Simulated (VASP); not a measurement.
OSZICAR of a VASP run on CdTe (zinc blende):

File OSZICAR:
```
       N       E                     dE             d eps       ncg     rms          rms(c)
DAV:   1     0.108242855820E+03    0.10824E+03   -0.87229E+03   754   0.121E+03
DAV:   2    -0.173401098669E+01   -0.10998E+03   -0.10600E+03   849   0.292E+02
DAV:   3    -0.559214193694E+01   -0.38581E+01   -0.38497E+01   914   0.578E+01
DAV:   4    -0.562521521789E+01   -0.33073E-01   -0.33069E-01  1023   0.493E+00
DAV:   5    -0.562535625087E+01   -0.14103E-03   -0.14103E-03   909   0.250E-01    0.107E+01
DAV:   6    -0.537360139389E+01    0.25175E+00   -0.51523E-01   849   0.122E+01    0.778E+00
DAV:   7    -0.534220924664E+01    0.31392E-01   -0.17059E-01   884   0.346E+00    0.209E+00
DAV:   8    -0.534009245114E+01    0.21168E-02   -0.18736E-02   799   0.215E+00    0.721E-01
DAV:   9    -0.533977651340E+01    0.31594E-03   -0.15051E-03   864   0.453E-01    0.231E-01
DAV:  10    -0.533975903607E+01    0.17477E-04   -0.12997E-04   898   0.113E-01    0.785E-02
DAV:  11    -0.533975716739E+01    0.18687E-05   -0.34420E-05   837   0.813E-02    0.138E-02
DAV:  12    -0.533975677804E+01    0.38935E-06   -0.27194E-06   676   0.270E-02
   1 F= 0.11361119E+01 E0= 0.11361119E+01  d E =0.113611E+01
       N       E                     dE             d eps       ncg     rms          rms(c)
DAV:   1    -0.536008678027E+01   -0.20330E-01   -0.28673E-02   874   0.251E+00    0.283E-01
DAV:   2    -0.535876006778E+01    0.13267E-02   -0.36221E-03   874   0.112E+00    0.111E-01
DAV:   3    -0.535863878847E+01    0.12128E-03   -0.27855E-04   824   0.205E-01    0.900E-02
DAV:   4    -0.535861503590E+01    0.23753E-04   -0.47533E-05   819   0.660E-02    0.123E-02
DAV:   5    -0.535861379020E+01    0.12457E-05   -0.48404E-06   799   0.358E-02    0.101E-02
DAV:   6    -0.535861374032E+01    0.49878E-07   -0.10282E-06   407   0.103E-02
   2 F= 0.11361799E+01 E0= 0.11361799E+01  d E =0.680249E-04
       N       E                     dE             d eps       ncg     rms          rms(c)
DAV:   1    -0.534604842319E+01    0.12565E-01   -0.14424E-02   869   0.178E+00    0.198E-01
DAV:   2    -0.534538307022E+01    0.66535E-03   -0.18274E-03   869   0.792E-01    0.772E-02
DAV:   3    -0.534532268884E+01    0.60381E-04   -0.13895E-04   829   0.143E-01    0.624E-02
DAV:   4    -0.534531094132E+01    0.11748E-04   -0.23738E-05   809   0.468E-02    0.848E-03
DAV:   5    -0.534531032704E+01    0.61428E-06   -0.23405E-06   679   0.253E-02
   3 F= 0.11360945E+01 E0= 0.11360945E+01  d E =-.174229E-04
```

### Question
Which electronic solver shows in the log?

### Answer
It is blocked Davidson (ALGO = Normal, or the opening steps of other solvers). The INCAR had ALGO = Normal.

### Question
Can the final energy be trusted as converged?

### Answer
The calculation finished and met its thresholds. It stopped with EDIFF = 1E-6, NELM = 100, NSW = 40 and EDIFFG = -0.02 after 3 ionic steps (LDA (Ceperley-Alder, Perdew-Zunger), plane waves, VASP's LDA PAW potentials (set 64)).

The compound is CdTe in the zinc blende structure. This run relaxes it under an external pressure of 20 GPa. Symmetry was kept, so distortions that lower it aren't found.
